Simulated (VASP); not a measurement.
# VASP 6.6.1 run: BiB

INCAR

```
PREC = Accurate
LWAVE = .FALSE.
SIGMA = 0.02
IBRION = -1
LASPH = .TRUE.
LREAL = .FALSE.
ISIF = 2
ISMEAR = -1
LCHARG = .FALSE.
NELMDL = -12
ALGO = Fast
NELM = 120
EDIFF = 1E-6
NSW = 0
NBANDS = 16
ENCUT = 520
GGA = PS
```

KPOINTS

```
KPOINTS created by Atomic Simulation Environment
0
Gamma
6 6 6
0 0 0
```

POSCAR

```
B  Bi
 1.0000000000000000
    -0.0117000000000000    2.7383999999999999    2.6791999999999998
     2.7484000000000002    0.0330000000000000    2.6345000000000001
     2.8163999999999998    2.7618000000000000   -0.0351000000000000
 B   Bi
   1   1
Cartesian
  5.4146812899999999  2.7707975999999999  2.7055169999999999
  1.4512778200000001  1.3400916000000000  1.4012860000000000
```

The recommended PBE PAW datasets give the neutral cell 18 valence electrons.

Command

```
mpirun -np 1 vasp_std
```

Task: Predict the outcome of this run.

Result: It converged. Results: gap between bands v and c on the k mesh -0.28 eV (bands overlap: a metal); least direct gap on the k mesh 0.43 eV; pressure 1.2 GPa; largest force 2.19 eV/Å. Band v is the last that the valence electrons fill when counted band by band, and c is the next.

OSZICAR

```
N       E                     dE             d eps       ncg     rms          rms(c)
DAV:   1     0.131250131248E+03    0.13125E+03   -0.95616E+03  3592   0.130E+03
DAV:   2    -0.161551400152E+01   -0.13287E+03   -0.12832E+03  3872   0.341E+02
DAV:   3    -0.996746340152E+01   -0.83519E+01   -0.83071E+01  4656   0.840E+01
DAV:   4    -0.101594511744E+02   -0.19199E+00   -0.19195E+00  4576   0.138E+01
DAV:   5    -0.101658045278E+02   -0.63534E-02   -0.63533E-02  4968   0.223E+00
DAV:   6    -0.101662063630E+02   -0.40184E-03   -0.40183E-03  5208   0.438E-01
DAV:   7    -0.101662085201E+02   -0.21571E-05   -0.21581E-05  5088   0.336E-02
DAV:   8    -0.101662085452E+02   -0.25100E-07   -0.24535E-07  3568   0.478E-03
DAV:   9    -0.101662085536E+02   -0.84242E-08   -0.81992E-08  3488   0.271E-03
DAV:  10    -0.101662085575E+02   -0.39286E-08   -0.38093E-08  2952   0.187E-03
DAV:  11    -0.101662085597E+02   -0.22214E-08   -0.19212E-08  2552   0.126E-03
DAV:  12    -0.101662085601E+02   -0.41018E-09   -0.99432E-09  2160   0.925E-04    0.377E+00
RMM:  13    -0.950596134353E+01    0.66025E+00   -0.55916E-01  4371   0.500E+00    0.146E+00
RMM:  14    -0.947232320723E+01    0.33638E-01   -0.12192E-01  4713   0.217E+00    0.744E-01
RMM:  15    -0.946679824871E+01    0.55250E-02   -0.20288E-02  4963   0.119E+00    0.133E-01
RMM:  16    -0.946747881136E+01   -0.68056E-03   -0.92124E-03  5432   0.774E-01    0.710E-02
RMM:  17    -0.946756509371E+01   -0.86282E-04   -0.15252E-03  5272   0.328E-01    0.442E-02
RMM:  18    -0.946759719248E+01   -0.32099E-04   -0.25384E-04  5029   0.150E-01    0.180E-02
RMM:  19    -0.946759888012E+01   -0.16876E-05   -0.74017E-05  6030   0.820E-02    0.718E-03
RMM:  20    -0.946759844726E+01    0.43286E-06   -0.64623E-06  4846   0.265E-02
   1 F= -.94675984E+01 E0= -.94673909E+01  d E =-.415146E-03
```

Standard output (part)

```
POSCAR found type information on POSCAR B Bi
 POSCAR found :  2 types and       2 ions
 LDA part: xc-table for (Slater+PW92), standard interpolation
 POSCAR, INCAR and KPOINTS ok, starting setup
 WAVECAR not read
 entering main loop
```

For comparison, a separate PBEsol run of the intended cell, on usual settings and not on those above, gives a gap of -0.28 eV on its mesh and a pressure of 1.2 GPa.
